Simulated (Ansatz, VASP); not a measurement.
## Ti (Titanium) in two plane-wave programs

Aim: how closely do two programs agree when they are given the same cell, functional and k mesh? The cell is taken from a series of runs on this material, whose earlier steps may have relaxed, scaled, displaced or heated it; both programs get it as it stands.

Calculated with Ansatz 0.2.0; plane waves, with VASP 6.6.1 beside it; zone-centre phonons at LDA.

**1. The structure**

It takes space group P6_3/mmc (No. 194, hexagonal). The conventional cell has a = 2.864 Å, b = 2.864 Å, c = 4.534 Å, α = 90.00°, β = 90.00°, γ = 120.00°. Ti has 12 Ti at 2.81 to 2.86 Å nearest.

**2. VASP: zone-centre phonons, LDA**

Second derivatives magnify differences that forces hide, and they need a tight electronic threshold.

Lines of VASP's logs that name or quote its potential files are left out, and so is its time.

INCAR reads:

```
SYSTEM = Ti
PREC = Accurate
ENCUT = 500
EDIFF = 1E-08
NELM = 120
ISMEAR = 1
SIGMA = 0.2
LREAL = .FALSE.
ALGO = Normal
GGA = CA
NBANDS = 18
LASPH = .TRUE.
LORBIT = 11
LWAVE = .FALSE.
LCHARG = .FALSE.
ISIF = 2
IBRION = 8
GGA_COMPAT = .FALSE.
KPAR = 2
```

POSCAR reads:

```
Ti
1.0
    2.8635810479      0.0000000000      0.0000000000
   -1.4317905240      2.4799339333      0.0000000000
    0.0000000000      0.0000000000      4.5339939756
Ti
2
Direct
    0.3333333333      0.6666666667      0.2500000000
    0.6666666667      0.3333333333      0.7500000000
```

KPOINTS reads:

```
Automatic mesh
0
Gamma
18 18 12
0 0 0
```

PAW data sets: Ti_sv (LDA family, release 64).

Started as:

```
mpirun -np 2 vasp_std
```

Numbers of over 12 decimals in the logs are rounded to 6 here.

The program printed:

```text
[banner, memory and clock lines left out]
running    2 mpi-ranks, on    1 nodes
 distrk:  each k-point on    1 cores,    2 groups
 distr:  one band on    1 cores,    1 groups

 POSCAR found type information on POSCAR Ti
 POSCAR found :  1 types and       2 ions
 LDA part: xc-table for (Slater(with rela. corr.)+CA(PZ))
 , standard interpolation
 POSCAR, INCAR and KPOINTS ok, starting setup
 FFT: planning ... GRIDC
 FFT: planning ... GRID_SOFT
 FFT: planning ... GRID
 WAVECAR not read
 entering main loop
       N       E                     dE             d eps       ncg     rms          rms(c)
DAV:   1     0.251823744963E+03    0.25182E+03   -0.13018E+04  9340   0.164E+03
DAV:   2     0.997542298061E+01   -0.24185E+03   -0.23873E+03  9542   0.450E+02
DAV:   3    -0.178576221179E+02   -0.27833E+02   -0.27508E+02 17428   0.126E+02
DAV:   4    -0.189670401814E+02   -0.11094E+01   -0.11086E+01 10724   0.260E+01
DAV:   5    -0.190185345958E+02   -0.51494E-01   -0.51486E-01 14328   0.403E+00    0.125E+01
DAV:   6    -0.171010584389E+02    0.19175E+01   -0.68899E+00 11042   0.275E+01    0.332E+00
DAV:   7    -0.170792616844E+02    0.21797E-01   -0.75323E-01 14176   0.640E+00    0.205E+00
DAV:   8    -0.171069661827E+02   -0.27704E-01   -0.23351E-01 10678   0.604E+00    0.765E-01
DAV:   9    -0.170976658403E+02    0.93003E-02   -0.49773E-02 10716   0.255E+00    0.831E-02
DAV:  10    -0.170981555890E+02   -0.48975E-03   -0.32563E-03 13564   0.376E-01    0.922E-02
DAV:  11    -0.170981664495E+02   -0.10861E-04   -0.20331E-04 12108   0.125E-01    0.411E-02
DAV:  12    -0.170981555800E+02    0.10869E-04   -0.42323E-05 11036   0.639E-02    0.403E-03
DAV:  13    -0.170981551638E+02    0.41623E-06   -0.26244E-06 13662   0.121E-02    0.290E-03
DAV:  14    -0.170981554544E+02   -0.29057E-06   -0.57107E-07 10100   0.702E-03    0.113E-03
DAV:  15    -0.170981554353E+02    0.19043E-07   -0.67267E-08 10964   0.170E-03    0.893E-05
DAV:  16    -0.170981554343E+02    0.10100E-08   -0.18170E-09  5394   0.377E-04
   1 F= -.17098155E+02 E0= -.17099359E+02  d E =0.361079E-02
 Linear response reoptimize wavefunctions to high precision
DAV:   1    -0.170981554368E+02   -0.24620E-08   -0.53523E-10  5826   0.202E-04
DAV:   2    -0.170981554368E+02   -0.81855E-11   -0.11201E-10  5186   0.917E-05
 Linear response DOF=           2
 Linear response progress:
  Degree of freedom:   1/  2
       N       E                     dE             d eps       ncg     rms          rms(c)
RMM:   1    -0.546277226346E+00   -0.54628E+00    0.29628E+01 41475   0.137E+02
RMM:   2    -0.524646662150E+00    0.21631E-01   -0.32927E-01 75069   0.469E+00    0.285E-01
RMM:   3    -0.521847076557E+00    0.27996E-02   -0.19899E-02 83861   0.124E+00    0.126E-01
RMM:   4    -0.522398899548E+00   -0.55182E-03   -0.76355E-03 98719   0.533E-01    0.174E-02
RMM:   5    -0.523070083021E+00   -0.67118E-03   -0.15095E-03104015   0.205E-01    0.106E-02
RMM:   6    -0.523392509495E+00   -0.32243E-03   -0.64237E-04102490   0.101E-01    0.128E-02
RMM:   7    -0.523921824700E+00   -0.52932E-03   -0.11864E-04 94625   0.501E-02    0.339E-03
RMM:   8    -0.524171188992E+00   -0.24936E-03   -0.48131E-05102320   0.274E-02    0.942E-04
RMM:   9    -0.524175981396E+00   -0.47924E-05   -0.12376E-05105966   0.137E-02    0.553E-04
RMM:  10    -0.524194255056E+00   -0.18274E-04    0.69679E-06103771   0.743E-03    0.173E-04
RMM:  11    -0.524204537516E+00   -0.10282E-04   -0.66595E-06104852   0.435E-03    0.144E-04
RMM:  12    -0.524202541124E+00    0.19964E-05    0.20205E-06105375   0.252E-03    0.498E-05
RMM:  13    -0.524200496116E+00    0.20450E-05   -0.25893E-06105094   0.162E-03    0.521E-05
RMM:  14    -0.524203364409E+00   -0.28683E-05   -0.60277E-09101757   0.110E-03    0.153E-05
RMM:  15    -0.524203517041E+00   -0.15263E-06   -0.25885E-06106846   0.781E-04    0.114E-05
RMM:  16    -0.524204008051E+00   -0.49101E-06   -0.49365E-07 98983   0.591E-04    0.175E-05
RMM:  17    -0.524203383325E+00    0.62473E-06   -0.15870E-06101085   0.466E-04    0.475E-06
RMM:  18    -0.524203450846E+00   -0.67521E-07   -0.26007E-07104929   0.382E-04    0.287E-06
RMM:  19    -0.524203549990E+00   -0.99144E-07   -0.10568E-06102310   0.322E-04    0.153E-06
RMM:  20    -0.524203463626E+00    0.86364E-07   -0.40011E-07105629   0.280E-04    0.361E-06
RMM:  21    -0.524203458420E+00    0.52064E-08   -0.59450E-07103647   0.248E-04    0.598E-06
RMM:  22    -0.524203459292E+00   -0.87211E-09   -0.37256E-07100315   0.225E-04    0.609E-06
RMM:  23    -0.524203499015E+00   -0.39723E-07   -0.38039E-07 96232   0.209E-04    0.511E-06
RMM:  24    -0.524203515387E+00   -0.16372E-07   -0.27346E-07102625   0.194E-04    0.513E-06
 first order change of Fermi-energy   0.56046E-04
 force on displaced ion       1 direction 1 :  -1.144  -0.001   0.000
 Linear response progress:
  Degree of freedom:   2/  2
       N       E                     dE             d eps       ncg     rms          rms(c)
RMM:   1    -0.654276128543E+00   -0.65428E+00    0.32624E+01 14254   0.139E+02
RMM:   2    -0.621657157403E+00    0.32619E-01   -0.33777E-01 26195   0.475E+00    0.297E-01
RMM:   3    -0.619456352677E+00    0.22008E-02   -0.24804E-02 28717   0.131E+00    0.130E-01
RMM:   4    -0.620911634392E+00   -0.14553E-02   -0.10143E-02 33057   0.576E-01    0.467E-02
RMM:   5    -0.621380165718E+00   -0.46853E-03   -0.18412E-03 31137   0.233E-01    0.213E-02
RMM:   6    -0.621987563990E+00   -0.60740E-03   -0.76233E-04 34724   0.122E-01    0.109E-02
RMM:   7    -0.622309816045E+00   -0.32225E-03   -0.11759E-04 34624   0.541E-02    0.731E-03
RMM:   8    -0.622879890398E+00   -0.57007E-03   -0.40400E-05 30815   0.334E-02    0.272E-03
RMM:   9    -0.622881278152E+00   -0.13878E-05   -0.60864E-06 34599   0.170E-02    0.115E-03
RMM:  10    -0.622849625986E+00    0.31652E-04   -0.92810E-06 34375   0.942E-03    0.286E-04
RMM:  11    -0.622853189106E+00   -0.35631E-05   -0.24789E-06 36102   0.545E-03    0.236E-04
RMM:  12    -0.622859215076E+00   -0.60260E-05   -0.31489E-06 35046   0.344E-03    0.115E-04
RMM:  13    -0.622864463252E+00   -0.52482E-05   -0.40880E-06 35069   0.239E-03    0.992E-05
RMM:  14    -0.622862555757E+00    0.19075E-05   -0.22775E-06 35413   0.170E-03    0.296E-05
[...]
RMM:  38    -0.622863103360E+00   -0.39552E-08   -0.31791E-07 28763   0.229E-04    0.448E-06
RMM:  39    -0.622863107543E+00   -0.41835E-08   -0.19482E-07 25065   0.221E-04    0.530E-06
RMM:  40    -0.622863109278E+00   -0.17348E-08   -0.18956E-07 25504   0.215E-04    0.590E-06
RMM:  41    -0.622863112981E+00   -0.37029E-08   -0.12486E-07 24486   0.209E-04    0.662E-06
RMM:  42    -0.622863115357E+00   -0.23765E-08   -0.15734E-07 25587   0.204E-04    0.716E-06
RMM:  43    -0.622863118241E+00   -0.28837E-08   -0.12169E-07 24521   0.199E-04    0.778E-06
RMM:  44    -0.622863120558E+00   -0.23168E-08   -0.11769E-07 24075   0.195E-04    0.834E-06
RMM:  45    -0.622863122321E+00   -0.17629E-08   -0.77488E-08 24334   0.190E-04    0.886E-06
 first order change of Fermi-energy  -0.18233E-03
 force on displaced ion       1 direction 3 :   0.000  -0.000  -3.799
 Linear response finished
```

From OUTCAR (step 2):

```text
ion  position               nearest neighbor table
   1  0.333  0.667  0.250-   2 2.81   2 2.81   2 2.81   2 2.81   2 2.81   2 2.81
   2  0.667  0.333  0.750-   1 2.81   1 2.81   1 2.81   1 2.81   1 2.81   1 2.81

  LATTYP: Found a hexagonal cell.
 ALAT       =     2.8635810479
 C/A-ratio  =     1.5833300681

 Subroutine GETGRP returns: Found 24 space group operations
 (whereof 12 operations were pure point group operations)

The static configuration has the point symmetry D_3d.
 The point group associated with its full space group is D_6h.

 Found    259 irreducible k-points:

   k-points           NKPTS =    259   k-points in BZ     NKDIM =    259   number of bands    NBANDS=     18

   dimension x,y,z NGX =    24 NGY =   24 NGZ =   36
   dimension x,y,z NGXF=    48 NGYF=   48 NGZF=   72

   ENCUT  =  500.0 eV  36.75 Ry    6.06 a.u.   5.22  5.22  8.27*2*pi/ulx,y,z

   NELECT =      24.0000    total number of electrons

 k-points in reciprocal lattice and weights: Automatic mesh
   0.00000000  0.00000000  0.00000000       0.000
   0.05555556  0.00000000  0.00000000       0.002
   0.11111111  0.00000000  0.00000000       0.002
   0.16666667  0.00000000  0.00000000       0.002
   0.22222222  0.00000000  0.00000000       0.002
   0.27777778  0.00000000  0.00000000       0.002
   0.33333333  0.00000000  0.00000000       0.002
   0.38888889  0.00000000  0.00000000       0.002
   0.44444444  0.00000000  0.00000000       0.002
[...]
0.33333333  0.27777778  0.50000000       0.003
   0.33333333  0.33333333  0.50000000       0.001

 average (electrostatic) potential at core
       1 -71.5837       2 -71.5837

  Total       -0.0465988     -0.0465988     -0.0442449      0.0000000     -0.0000000     -0.0000000
  in kB       -2.3187534     -2.3187534     -2.2016257      0.0000000     -0.0000000     -0.0000000
  external PRESSURE =      -2.2797109 kB  Pullay stress =       0.0000000 kB

  energy-cutoff  :      500.00
  volume of cell :       32.20
      direct lattice vectors                 reciprocal lattice vectors
     2.863581048  0.000000000  0.000000000     0.349213095  0.201618274  0.000000000
    -1.431790524  2.479933933  0.000000000     0.000000000  0.403236549  0.000000000
     0.000000000  0.000000000  4.533993976     0.000000000  0.000000000  0.220556094

 POSITION                                       TOTAL-FORCE (eV/Angst)
 -----------------------------------------------------------------------------------
     -0.00000      1.65329      1.13350         0.000000     -0.000000      0.000000
      1.43179      0.82664      3.40050        -0.000000      0.000000      0.000000
 -----------------------------------------------------------------------------------
    total drift:                               -0.000000      0.000000     -0.000000

 Eigenvectors and eigenvalues of the dynamical matrix
 ----------------------------------------------------

   1 f  =    6.227850 THz    39.130733 2PiTHz  207.738700 cm-1    25.756305 meV
             X         Y         Z           dx          dy          dz
     -0.000000  1.653289  1.133498     0.000000    0.000000    0.707107
      1.431791  0.826645  3.400495     0.000000    0.000000   -0.707107

   2 f  =    3.417220 THz    21.471023 2PiTHz  113.986173 cm-1    14.132478 meV
             X         Y         Z           dx          dy          dz
     -0.000000  1.653289  1.133498    -0.381785    0.595181   -0.000000
      1.431791  0.826645  3.400495     0.381785   -0.595181   -0.000000

   3 f  =    3.417220 THz    21.471023 2PiTHz  113.986173 cm-1    14.132478 meV
             X         Y         Z           dx          dy          dz
     -0.000000  1.653289  1.133498    -0.595181   -0.381785    0.000000
      1.431791  0.826645  3.400495     0.595181    0.381785    0.000000

   4 f  =    0.000000 THz     0.000000 2PiTHz    0.000001 cm-1     0.000000 meV
             X         Y         Z           dx          dy          dz
     -0.000000  1.653289  1.133498     0.705614   -0.038128   -0.025589
      1.431791  0.826645  3.400495     0.705614   -0.038128   -0.025589

   5 f/i=    0.000000 THz     0.000000 2PiTHz    0.000001 cm-1     0.000000 meV
             X         Y         Z           dx          dy          dz
     -0.000000  1.653289  1.133498     0.040301    0.325355    0.626514
      1.431791  0.826645  3.400495     0.040301    0.325355    0.626514

   6 f/i=    0.000000 THz     0.000000 2PiTHz    0.000002 cm-1     0.000000 meV
             X         Y         Z           dx          dy          dz
     -0.000000  1.653289  1.133498    -0.022008   -0.626650    0.326841
      1.431791  0.826645  3.400495    -0.022008   -0.626650    0.326841

 ELASTIC MODULI CONTR FROM IONIC RELAXATION (kBar)
 Direction    XX          YY          ZZ          XY          YZ          ZX
 --------------------------------------------------------------------------------
 XX        -175.7725    175.7725     -0.0000      0.0000      0.0000      0.0000
 YY         175.7725   -175.7725      0.0000      0.0000     -0.0000      0.0000
 ZZ          -0.0000      0.0000     -0.0000     -0.0000     -0.0000      0.0000
 XY           0.0000      0.0000     -0.0000   -175.7725     -0.0000      0.0000
 YZ           0.0000     -0.0000     -0.0000     -0.0000     -0.0000      0.0000
 ZX           0.0000      0.0000      0.0000      0.0000      0.0000      0.0000
 --------------------------------------------------------------------------------
```

(Continued in part 2 of 2.)

[Lines on the potential files, build, host, timing and source positions are cut from VASP's logs without a mark.]

[Logs are printed without paths, hosts, clocks, repeated set-up lines and the standing remarks that a program may print on its own settings, such as how far it seeks lower states.]

[Hosts, paths, dates, database ids (printed as entryN), source tags and the programs' standing remarks are cut or masked in the printed files.]
